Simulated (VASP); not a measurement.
Here is the system:

```xyz
2
Lattice="2.6615 0.0000 0.0000 0.0000 2.6615 0.0000 0.0000 0.0000 3.2364" Properties=species:S:1:pos:R:3 pbc="T T T"
Zn     1.3308     1.3308     1.6182
Ni     0.0000     0.0000     0.0000
```

All values below come from PBEsol GGA with spin-orbit coupling, VASP's PBE PAW potentials (set 64) (plane waves; VASP). Run with 400 eV cut-off, 12×12×10 Γ-centred mesh, Gaussian smearing of 0.050 eV, potentials Zn Ni.

Question: Estimate the energy per atom (σ→0), band gap (over mesh and band path) with the smallest direct gap where there is one.

Answer: 
| Property | Result |
|---|---|
| band gap (over mesh and band path) | none (metal, semimetal or under 0.01 eV) |
| energy per atom (σ→0) | -4.143 eV/atom |

The structure comes from a measured ZnNi entry (P4/mmm) of the Crystallography Open Database, whose conditions weren't checked. It was relaxed first, which changed the volume by -6 %.
